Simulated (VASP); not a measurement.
A VASP calculation is set up with these files.

**POSCAR**
```
TeRh
10.3221690
  0.1747950303  -0.4999999907   0.0000000000
  0.1747950303   0.4999999907   0.0000000000
  0.0000000000   0.0000000000   0.3844225249
Te Rh
2 2
direct
  0.6439228130   0.3560771870   0.2500000000
  0.3560771870   0.6439228130   0.7500000000
  0.9046605030   0.0953394970   0.2500000000
  0.0953394970   0.9046605030   0.7500000000
```

### KPOINTS
```
Automatic mesh
0
Gamma
8 8 8
0 0 0
```

INCAR:
```
# general
SYSTEM =TeRh
PREC   =Accurate
ENCUT  =480
LREAL  =.False.
LASPH  =.True.

# electronic loop
EDIFF  =1E-7
NELM   =100
ALGO   =Normal
LMAXMIX=4

# smearing
ISMEAR =1
SIGMA  =0.1

# functional
GGA    =PS

# ions
ISIF   =2

# output
LWAVE  =.False.
LCHARG =.False.
```

POTCAR, in this order: Te Rh_pv (PBE.64 set). Program: vasp_std.

Problem. Write an equivalent input for Quantum ESPRESSO's pw.x.

Solution. One equivalent input (not run):
```
&CONTROL
  calculation = 'scf'
  pseudo_dir = './pseudo'
  outdir = './out'
  tprnfor = .true.
  tstress = .true.
/
&SYSTEM
  ibrav = 0
  nat = 4
  ntyp = 2
  ecutwfc = 88
  occupations = 'smearing'
  smearing = 'methfessel-paxton'
  degauss = 0.00735
  input_dft = 'pbesol'
/
&ELECTRONS
  conv_thr = 7.3e-09
  electron_maxstep = 100
/
ATOMIC_SPECIES
  Te 127.600 Te.upf
  Rh 102.906 Rh.upf
CELL_PARAMETERS angstrom
     1.8042638   -5.1610844   -0.0000000
     1.8042638    5.1610844    0.0000000
     0.0000000   -0.0000000    3.9680743
ATOMIC_POSITIONS crystal
  Te   0.6439228  0.3560772  0.2500000
  Te   0.3560772  0.6439228  0.7500000
  Rh   0.9046605  0.0953395  0.2500000
  Rh   0.0953395  0.9046605  0.7500000
K_POINTS automatic
  8 8 8 0 0 0
```
The two are equivalent in intent, not identical: the potentials are each code's own (VASP's PAW set, PseudoDojo norm-conserving files in pw.x), so ENCUT and ecutwfc are chosen apart and not converted; conv_thr bounds pw.x's estimated SCF error, while EDIFF bounds the energy change between steps.

The structure was generated: TeRh was put into the CrB type (Cmcm), which need not be its known phase. It was relaxed first, which changed the volume by -56 %.
